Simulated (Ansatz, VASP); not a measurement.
**RuSe: VASP beside Ansatz**

```xyz
2
Lattice="0.0000 2.9063 2.9063 2.9063 0.0000 2.9063 2.9063 2.9063 0.0000" Properties=species:S:1:pos:R:3 pbc="T T T"
Ru    0.0000    0.0000    0.0000
Se    1.4532    1.4532    1.4532
```

The cell comes from a database or a generator and needn't be the stable form of this composition.

Alike in both runs: task single point; functional PBE; k mesh 6 × 6 × 6; occupations gaussian, width 0.05 eV; collinear spin, ferromagnetic start; fixed moment 2 μB.

|  | VASP | Ansatz |
| --- | --- | --- |
| version | VASP 6.6.1 | Ansatz 0.2.0 |
| potentials or method | VASP PAW PBE potentials, release 64 (Ru_pv, Se) | Ansatz PAW |
| plane-wave cutoff (eV) | 520 | 420 |
| valence electrons in the cell | 20 | 32 |

|  | VASP | Ansatz | Ansatz less VASP |
| --- | --- | --- | --- |
| gap on the k mesh at the Fermi level (eV) | none | none | - |
| pressure (GPa) | -6.9 | -6.9 | -0.04 |
| net moment per atom (μB) | 1.00 | 1.00 | 0.000 |
| size of the moment on the site where the two differ most (μB) | 1.60 | 1.45 | -0.151 |

Site moments also hang on the region over which each program counts them. A gap of «none» marks a metal or a gap that the smearing closes. The two sets of potentials don't hold the same shells in valence.

Caveats: the total moment is fixed, so each spin has its own Fermi level; the thresholds are loose for stress (Ansatz).
